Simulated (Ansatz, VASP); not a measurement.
**Two plane-wave programs on PdC**

```
Pd C
1.0
     2.77191    0.00000    0.00000
     0.00000    2.77191    0.00000
     0.00000    0.00000    2.77191
Pd C
1 1
Cartesian
  0.0000 0.0000 0.0000
  1.3860 1.3860 1.3860
```

Alike in both runs: functional PBE; k mesh 20 × 20 × 20; occupations gaussian, width 0.1 eV; no spin polarisation.

Ansatz relaxed the structure, and its values are those at the end. VASP's run is a single point on that final structure, the one shown.

```csv
,VASP,Ansatz
version,VASP 6.6.1,Ansatz 0.2.0
potentials or method,"VASP PAW PBE potentials, release 64 (Pd, C)","scalar-relativistic, plane waves, PAW"
plane-wave cutoff (eV),520,420
valence electrons in the cell,14,22
```

```csv
,VASP,Ansatz,Ansatz less VASP
gap on the k mesh at the Fermi level (eV),none,none,-
pressure (GPa),-0.2,0.0,+0.13
```

A gap of «none» marks a metal or a gap that the smearing closes. The two sets of potentials don't hold the same shells in valence.
